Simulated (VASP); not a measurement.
Method: PBE GGA with D3 dispersion (Becke-Johnson damping), VASP's PBE PAW potentials (set 64) (plane waves; VASP).

The input files of a VASP run:

File KPOINTS:
```
Regular mesh
0
G
  9 9 9
```

POSCAR:
```
Rb
1
   -2.7236927574     2.7236927574     2.7236927574
    2.7236927574    -2.7236927574     2.7236927574
    2.7236927574     2.7236927574    -2.7236927574
Rb
1
Direct
  0.0000000000   0.0000000000   0.0000000000
```

### INCAR
```
ALGO = Normal
EDIFF = 1E-7
ENCUT = 520
GGA = PE
ISIF = 2
ISMEAR = 1
IVDW = 12
LASPH = .TRUE.
LCHARG = .FALSE.
LMAXMIX = 4
LREAL = .FALSE.
LWAVE = .FALSE.
NELM = 100
PREC = Accurate
SIGMA = 0.1
SYSTEM = Rb
```

POTCAR, in this order: Rb_sv (PBE.64 set). Program: vasp_std.

Output of the run:

OUTCAR:
```
 ion  position               nearest neighbor table
   1  0.000  0.000  0.000-
  LATTYP: Found a body centered cubic cell.
 ALAT       =     5.4473855148
 Subroutine PRICEL returns:
 Original cell was already a primitive cell.
 Subroutine GETGRP returns: Found 48 space group operations
The static configuration has the point symmetry O_h .
The dynamic configuration has the point symmetry O_h .
 Subroutine INISYM returns: Found 48 space group operations
 Subroutine IBZKPT returns following result:
 Found     35 irreducible k-points:

 Following reciprocal coordinates:
            Coordinates               Weight
  0.000000  0.000000  0.000000      1.000000
  0.111111  0.000000  0.000000     12.000000
  0.222222  0.000000  0.000000     12.000000
  0.333333  0.000000  0.000000     12.000000
  0.444444  0.000000  0.000000     12.000000
  0.111111  0.111111  0.000000     24.000000
  0.222222  0.111111  0.000000     48.000000
  0.333333  0.111111  0.000000     48.000000
  0.444444  0.111111  0.000000     24.000000
  0.222222  0.222222  0.000000     24.000000
...
```

File OSZICAR:
```
       N       E                     dE             d eps       ncg     rms          rms(c)
DAV:   1     0.431739902610E+02    0.43174E+02   -0.35471E+03   560   0.844E+02
DAV:   2     0.138662903059E+01   -0.41787E+02   -0.41484E+02   592   0.144E+02
DAV:   3    -0.859206940571E+00   -0.22458E+01   -0.22345E+01   736   0.373E+01
DAV:   4    -0.925684035552E+00   -0.66477E-01   -0.66209E-01   984   0.524E+00
DAV:   5    -0.926034024355E+00   -0.34999E-03   -0.34999E-03   784   0.315E-01    0.144E+00
DAV:   6    -0.926015848946E+00    0.18175E-04   -0.21923E-03   944   0.312E-01    0.880E-01
DAV:   7    -0.926677533579E+00   -0.66168E-03   -0.40030E-03   784   0.428E-01    0.541E-02
DAV:   8    -0.926770380308E+00   -0.92847E-04   -0.15749E-04   856   0.125E-01    0.149E-02
DAV:   9    -0.926779727595E+00   -0.93473E-05   -0.72009E-06   864   0.242E-02    0.440E-03
DAV:  10    -0.926779510180E+00    0.21742E-06   -0.33624E-06   896   0.123E-02    0.529E-04
DAV:  11    -0.926779537187E+00   -0.27008E-07   -0.60832E-08   704   0.189E-03
   1 F= -.10409343E+01 E0= -.10405338E+01  d E =-.120171E-02
```

File OUTCAR:
```
------------------------ aborting loop because EDIFF is reached ----------------------------------------
 Edisp (eV)   -0.11415
  FORCE on cell =-STRESS in cart. coord.  units (eV):
  Direction    XX          YY          ZZ          XY          YZ          ZX
  --------------------------------------------------------------------------------------
  Total       0.09818     0.09818     0.09818     0.00000     0.00000     0.00000
  in kB       1.94619     1.94619     1.94619     0.00000     0.00000     0.00000
  external pressure =        1.95 kB  Pullay stress =        0.00 kB
  volume of cell :       80.82
      direct lattice vectors                 reciprocal lattice vectors
    -2.723692757  2.723692757  2.723692757     0.000000000  0.183574303  0.183574303
     2.723692757 -2.723692757  2.723692757     0.183574303  0.000000000  0.183574303
     2.723692757  2.723692757 -2.723692757     0.183574303  0.183574303  0.000000000
 POSITION                                       TOTAL-FORCE (eV/Angst)
 -----------------------------------------------------------------------------------
      0.00000      0.00000      0.00000        -0.000000      0.000000      0.000000
 -----------------------------------------------------------------------------------
    total drift:                               -0.000000      0.000000      0.000000
  FREE ENERGIE OF THE ION-ELECTRON SYSTEM (eV)
  ---------------------------------------------------
  free  energy   TOTEN  =        -1.0409343362 eV

  energy  without entropy=       -1.0397326270  energy(sigma->0) =       -1.04053377
```
(Selected blocks of OUTCAR.)

File OUTCAR:
```
 val. band max:        0.2786248353   @ k =   0.4444   0.0000   0.0000

 cond. band min:       0.4221809092   @ k =  -0.4444   0.4444   0.1111


 Fermi energy:         0.2878991673

 k-point     1 :       0.0000    0.0000    0.0000
  band No.  band energies     occupation
      1     -28.5540      2.00000
      2     -12.5813      2.00000
      3     -12.5813      2.00000
      4     -12.5813      2.00000
      5      -1.8378      2.00000
      6       4.0819      0.00000
      7       4.0819      0.00000
      8       4.0819      0.00000

 k-point     2 :       0.1111    0.0000    0.0000
  band No.  band energies     occupation
      1     -28.5531      2.00000
      2     -12.5987      2.00000
      3     -12.5869      2.00000
      4     -12.5814      2.00000
      5      -1.6755      2.00000
      6       3.8273      0.00000
      7       3.8701      0.00000
      8       4.2370      0.00000

 k-point     3 :       0.2222    0.0000    0.0000
  band No.  band energies     occupation
      1     -28.5509      2.00000
      2     -12.6419      2.00000
      3     -12.6008      2.00000
      4     -12.5815      2.00000
      5      -1.2109      2.00000
      6       3.0374      0.00000
      7       3.4607      0.00000
      8       4.6941      0.00000

 k-point     4 :       0.3333    0.0000    0.0000
  band No.  band energies     occupation
      1     -28.5484      2.00000
      2     -12.6900      2.00000
      3     -12.6166      2.00000
      4     -12.5816      2.00000
      5      -0.5115      2.00000
      6       2.1791     -0.00000
      7       3.1109      0.00000
      8       4.9876      0.00000

 k-point     5 :       0.4444    0.0000    0.0000
  band No.  band energies     occupation
      1     -28.5468      2.00000
      2     -12.7207      2.00000
      3     -12.6268      2.00000
      4     -12.5817      2.00000
      5       0.2786      1.15623
      6       1.3900     -0.00000
      7       2.9207      0.00000
...
```

The compound is Rb in the bcc structure. This cell is one point of a volume scan, at 0.94 of the reference volume.
